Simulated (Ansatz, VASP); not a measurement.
# RbOsCl3: VASP beside Ansatz, part 2 of 2

Wanted: the spread between two codes on one cell, functional and k mesh. The cell is invented: As first built, before any earlier steps moved the atoms (in the runner's words): it takes the RbPdCl3 structure with some of its atoms replaced by other elements, volume scaled by an estimate. It may not be a known or stable phase. The cell is taken from a series of VASP runs on this material, whose earlier steps may have relaxed, scaled or displaced it; both programs get it as it stands.

VASP 6.6.1 and Ansatz 0.2.0.

So far: Starting point; Ansatz: band structure, HSE06.

## Step 3: VASP: band structure, HSE06

Level of this step: HSE06, no spin polarisation; plane waves and PAW (Os, Rb_sv, Cl); invented cell (VASP).

The same cell, functional, mesh and smearing now go to VASP, with its own data sets and cutoff.

Lines of VASP's logs that name or quote its potential files are left out, and so is its time.

The run reads the wave functions of an earlier VASP run, which isn't shown here.

INCAR

```
SYSTEM = RbOsCl3
PREC = Accurate
ENCUT = 400
EDIFF = 1E-06
NELM = 100
ISMEAR = -1
SIGMA = 0.05
LREAL = .FALSE.
ALGO = Normal
LHFCALC = .TRUE.
AEXX = 0.25
GGA = PE
HFSCREEN = 0.2
LASPH = .TRUE.
NBANDS = 25
PRECFOCK = Fast
LORBIT = 11
LWAVE = .FALSE.
LCHARG = .FALSE.
KPAR = 2
```

POSCAR

```
RbOsCl3
1.0
    5.0005640554      0.0000000000      0.0000000000
    0.0000000000      5.0005640554      0.0000000000
    0.0000000000      0.0000000000      5.0005640554
Os Rb Cl
1 1 3
Direct
    0.5000000000      0.5000000000      0.5000000000
    0.0000000000      0.0000000000      0.0000000000
    0.0000000000      0.5000000000      0.5000000000
    0.5000000000      0.0000000000      0.5000000000
    0.5000000000      0.5000000000      0.0000000000
```

KPOINTS

```
Automatic mesh
0
Gamma
3 3 3
0 0 0
```

KPOINTS_OPT

```
Line mode
6
Line-mode
Reciprocal
  0.00000000   0.00000000   0.00000000 GAMMA
  0.00000000   0.50000000   0.00000000 X

  0.00000000   0.50000000   0.00000000 X
  0.50000000   0.50000000   0.00000000 M

  0.50000000   0.50000000   0.00000000 M
  0.00000000   0.00000000   0.00000000 GAMMA

  0.00000000   0.00000000   0.00000000 GAMMA
  0.50000000   0.50000000   0.50000000 R

  0.50000000   0.50000000   0.50000000 R
  0.00000000   0.50000000   0.00000000 X

  0.50000000   0.50000000   0.00000000 M
  0.50000000   0.50000000   0.50000000 R
```

The projector-augmented-wave data sets are Os, Rb_sv and Cl (PBE family, release 64).

On the command line:

```console
$ mpirun -np 2 vasp_std
```

Numbers of over 12 decimals in the logs are rounded to 6 here.

Log:

```text
[banner, memory and clock lines left out]
running    2 mpi-ranks, on    1 nodes
 distrk:  each k-point on    1 cores,    2 groups
 distr:  one band on    1 cores,    1 groups

 POSCAR found type information on POSCAR OsRbCl
 POSCAR found :  3 types and       5 ions
 LDA part: xc-table for (Slater+PW92), standard interpolation
 found WAVECAR, reading the header
 POSCAR, INCAR and KPOINTS ok, starting setup
 FFT: planning ... GRIDC
 FFT: planning ... GRID_SOFT
 FFT: planning ... GRID
 reading WAVECAR
 the WAVECAR file was read successfully
 initial charge from wavefunction
 entering main loop
       N       E                     dE             d eps       ncg     rms          rms(c)
DAV:   1    -0.242459266161E+02   -0.24246E+02   -0.16602E+00   208   0.415E+00    0.472E+00
DAV:   2    -0.249309383241E+02   -0.68501E+00   -0.12695E-01   282   0.194E+00    0.544E+00
DAV:   3    -0.250861508699E+02   -0.15521E+00   -0.88116E-02   259   0.156E+00    0.352E+00
DAV:   4    -0.250755116925E+02    0.10639E-01   -0.18439E-02   235   0.700E-01    0.218E+00
DAV:   5    -0.250723086013E+02    0.32031E-02   -0.14155E-03   234   0.214E-01    0.134E+00
DAV:   6    -0.250713308373E+02    0.97776E-03   -0.31205E-04   244   0.120E-01    0.825E-01
DAV:   7    -0.250710611670E+02    0.26967E-03   -0.12159E-04   235   0.662E-02    0.501E-01
DAV:   8    -0.250709857697E+02    0.75397E-04   -0.32385E-05   250   0.347E-02    0.305E-01
DAV:   9    -0.250709640142E+02    0.21756E-04   -0.11907E-05   234   0.222E-02    0.186E-01
DAV:  10    -0.250709583546E+02    0.56596E-05   -0.45743E-06   242   0.139E-02    0.114E-01
DAV:  11    -0.250709568044E+02    0.15501E-05   -0.16270E-06   201   0.847E-03    0.698E-02
DAV:  12    -0.250709564439E+02    0.36059E-06   -0.64815E-07   151   0.543E-03
   1 F= -.25070956E+02 E0= -.25070954E+02  d E =-.447771E-05
 Start KPOINTS_OPT (optional k-point list driver)
k-point batch [1-4\36]
       N       E                     dE             ncg
DAV:   1     0.141843785211E+03   -0.56159E+03      200
DAV:   2    -0.815792725997E+03   -0.95764E+03      254
DAV:   3    -0.945742641424E+03   -0.12995E+03      231
DAV:   4    -0.949895415465E+03   -0.41528E+01      269
DAV:   5    -0.949991779826E+03   -0.96364E-01      253
DAV:   6    -0.949994700907E+03   -0.29211E-02      284
DAV:   7    -0.949994761832E+03   -0.60925E-04      252
DAV:   8    -0.949994762549E+03   -0.71712E-06      164
[...]
k-point batch [33-36\36]
       N       E                     dE             ncg
DAV:   1     0.115958073845E+03   -0.38831E+04      200
DAV:   2    -0.834143898242E+03   -0.95010E+03      242
DAV:   3    -0.957783112937E+03   -0.12364E+03      262
DAV:   4    -0.962425412993E+03   -0.46423E+01      270
DAV:   5    -0.962512918931E+03   -0.87506E-01      245
DAV:   6    -0.962515570084E+03   -0.26512E-02      284
DAV:   7    -0.962515667771E+03   -0.97687E-04      253
DAV:   8    -0.962515669957E+03   -0.21859E-05      196
DAV:   9    -0.962515670003E+03   -0.46173E-07      164
```

OUTCAR, selected parts (step 3):

```text
ion  position               nearest neighbor table
   1  0.500  0.500  0.500-   3 2.50   4 2.50   5 2.50   5 2.50   4 2.50   3 2.50   2 4.33   2 4.33
                             2 4.33   2 4.33   2 4.33   2 4.33   2 4.33   2 4.33
   2  0.000  0.000  0.000-   3 3.54   4 3.54   5 3.54   3 3.54   4 3.54   3 3.54   5 3.54   3 3.54
                             4 3.54   5 3.54   4 3.54   5 3.54   1 4.33   1 4.33   1 4.33   1 4.33
   3  0.000  0.500  0.500-   1 2.50   1 2.50   2 3.54   2 3.54   2 3.54   2 3.54
   4  0.500  0.000  0.500-   1 2.50   1 2.50   2 3.54   2 3.54   2 3.54   2 3.54
   5  0.500  0.500  0.000-   1 2.50   1 2.50   2 3.54   2 3.54   2 3.54   2 3.54

  LATTYP: Found a simple cubic cell.
 ALAT       =     5.0005640554

 Subroutine GETGRP returns: Found 48 space group operations
 (whereof 48 operations were pure point group operations)

The static configuration has the point symmetry O_h .

 Found      4 irreducible k-points:

   k-points           NKPTS =      4   k-points in BZ     NKDIM =     27   number of bands    NBANDS=     25

   dimension x,y,z NGX =    36 NGY =   36 NGZ =   36
   dimension x,y,z NGXF=    72 NGYF=   72 NGZF=   72

   ENCUT  =  400.0 eV  29.40 Ry    5.42 a.u.   8.15  8.15  8.15*2*pi/ulx,y,z

   NELECT =      38.0000    total number of electrons

 k-points in reciprocal lattice and weights: Automatic mesh
   0.00000000  0.00000000  0.00000000       0.037
   0.33333333  0.00000000  0.00000000       0.222
   0.33333333  0.33333333  0.00000000       0.444
   0.33333333  0.33333333  0.33333333       0.296

  exchange ACFDT corr.  =         0.00000000  see jH, gK, PRB 81, 115126

 average (electrostatic) potential at core
       1 -44.2175       2 -31.7587       3 -89.5587       4 -89.5586       5 -89.5587

 E-fermi :   2.3202

 k-point     1 :       0.0000    0.0000    0.0000
  band No.  band energies     occupation
    ...
     15      -1.1739      2.00000
     16      -1.1739      2.00000
     17       0.0733      2.00000
     18       0.0733      2.00000
     19       0.0734      2.00000
     20       2.9221      0.00001
     21       2.9225      0.00001
     22       4.7579      0.00000
     23       6.6678      0.00000
     24       7.7469      0.00000
    ...

 k-point     2 :       0.3333    0.0000    0.0000
  band No.  band energies     occupation
    ...
     15      -1.3704      2.00000
     16      -1.3703      2.00000
     17       0.0918      2.00000
     18       1.2157      2.00000
     19       1.2157      2.00000
     20       2.9273      0.00001
     21       3.6897      0.00000
     22       7.5808      0.00000
     23       7.9288      0.00000
     24       8.6381      0.00000
    ...

 k-point     3 :       0.3333    0.3333    0.0000
  band No.  band energies     occupation
    ...
     15      -1.8361      2.00000
     16      -1.0531      2.00000
     17       1.1970      2.00000
     18       1.2300      2.00000
     19       1.6039      2.00000
     20       3.2308      0.00000
     21       5.9339      0.00000
     22       8.3396      0.00000
     23       8.8202      0.00000
     24       9.4505      0.00000
    ...

  energy-cutoff  :      400.00
  volume of cell :      125.04
      direct lattice vectors                 reciprocal lattice vectors
     5.000564055  0.000000000  0.000000000     0.199977440  0.000000000  0.000000000
     0.000000000  5.000564055  0.000000000     0.000000000  0.199977440  0.000000000
     0.000000000  0.000000000  5.000564055     0.000000000  0.000000000  0.199977440

 POSITION                                       TOTAL-FORCE (eV/Angst)
 -----------------------------------------------------------------------------------
      2.50028      2.50028      2.50028         0.000000      0.000000      0.000000
      0.00000      0.00000      0.00000         0.000000      0.000000      0.000000
      0.00000      2.50028      2.50028         0.000000      0.000000      0.000000
      2.50028      0.00000      2.50028         0.000000      0.000000      0.000000
      2.50028      2.50028      0.00000         0.000000      0.000000      0.000000
 -----------------------------------------------------------------------------------
    total drift:                               -0.000002     -0.000001      0.000002

  FREE ENERGIE OF THE ION-ELECTRON SYSTEM (eV)
  ---------------------------------------------------
  free  energy   TOTEN  =       -25.0709564439 eV

  energy  without entropy=      -25.0709519661  energy(sigma->0) =      -25.07095420

 total charge
# of ion       s       p       d       tot
------------------------------------------
    1        0.342   0.349   6.022   6.713
    2        1.938   5.418   0.013   7.369
    3        1.572   3.563   0.000   5.135
    4        1.572   3.563   0.000   5.135
    5        1.572   3.563   0.000   5.135
--------------------------------------------------
tot          6.996  16.456   6.035  29.487

[... 1 further part left out ...]
```

This run has no spin polarisation, so a moment on Os, if there is one, isn't seen. The k-mesh is coarse for exact exchange; levels may shift by about 0.1 eV on a finer one. Spin-orbit coupling is off here; with elements this heavy it splits and shifts levels by tenths of an eV or more.

## Step 4: Differences

Known differences besides the potentials themselves: exact exchange at q = 0 is treated differently, which shows on coarse meshes; VASP keeps PBE cores, Ansatz makes them for the functional; the data sets hold 46 valence electrons in Ansatz (default PAW (the set named soft_2) files) and 38 in VASP; the cutoff is 420 eV in Ansatz and 400 eV in VASP; VASP takes a coarser grid for exact exchange (PRECFOCK = Fast). Total energies have different zeros and are not compared.

Both answers:

```
                     quantity  Ansatz   VASP  difference
gap over the path points (eV)   0.893  0.903      -0.010
```

Levels at points of the path, from each program's valence-band top (eV; 4 filled, then empty):

```csv
k (reciprocal lattice),Ansatz,VASP
0.000 0.000 0.000,-3.24 -1.97 -1.97 -1.97 0.89 0.89 2.72,-3.19 -1.95 -1.95 -1.95 0.90 0.90 2.74
0.000 0.300 0.000,-3.42 -1.95 -0.94 -0.94 0.90 1.63 5.06,-3.38 -1.93 -0.92 -0.92 0.91 1.64 5.08
0.000 0.500 0.000,-3.46 -1.94 -0.51 -0.51 0.90 1.72 6.50,-3.41 -1.92 -0.50 -0.50 0.91 1.73 6.54
0.300 0.500 0.000,-3.08 -0.94 -0.51 -0.27 1.21 3.99 7.25,-3.05 -0.92 -0.51 -0.27 1.22 3.99 7.29
0.500 0.500 0.000,-2.83 -0.51 -0.51 -0.07 1.23 5.36 7.80,-2.81 -0.51 -0.51 -0.07 1.24 5.34 7.87
0.200 0.200 0.000,-3.41 -1.38 -1.34 -1.08 1.12 2.25 4.29,-3.38 -1.36 -1.32 -1.06 1.13 2.26 4.32
0.100 0.100 0.100,-3.39 -1.66 -1.62 -1.62 1.28 1.28 3.31,-3.35 -1.64 -1.60 -1.60 1.29 1.29 3.34
0.400 0.400 0.400,-2.90 -0.17 -0.13 -0.13 4.63 4.63 6.09,-2.87 -0.17 -0.13 -0.13 4.62 4.62 6.14
0.500 0.500 0.500,-2.82 0.00 0.00 0.00 5.37 5.37 5.96,-2.79 0.00 0.00 0.00 5.35 5.35 6.01
0.400 0.500 0.400,-2.86 -0.14 -0.08 -0.06 4.61 5.02 6.12,-2.83 -0.14 -0.08 -0.06 4.61 5.01 6.18
```

Among the levels compared at these points, filled levels agree within 46 meV and empty ones within 76 meV.

## Step 5: Results

```
difference in gap over the path points (band structure, HSE06) : -0.010 eV
```

What this shows: The difference in gap over the path points is -0.010 eV (band structure, HSE06), within the 0.08 eV picked in this series as the mark of a large difference. Such differences can come from data sets, numerical settings and the points named under the comparisons, not from the functional's error against experiment.

[Lines on the potential files, build, host, timing and source positions are cut from VASP's logs without a mark.]

[Logs are printed without paths, hosts, clocks, repeated set-up lines and the standing remarks that a program may print on its own settings, such as how far it seeks lower states.]

[Hosts, paths, dates, database ids (printed as entryN), source tags and the programs' standing remarks are cut or masked in the printed files.]
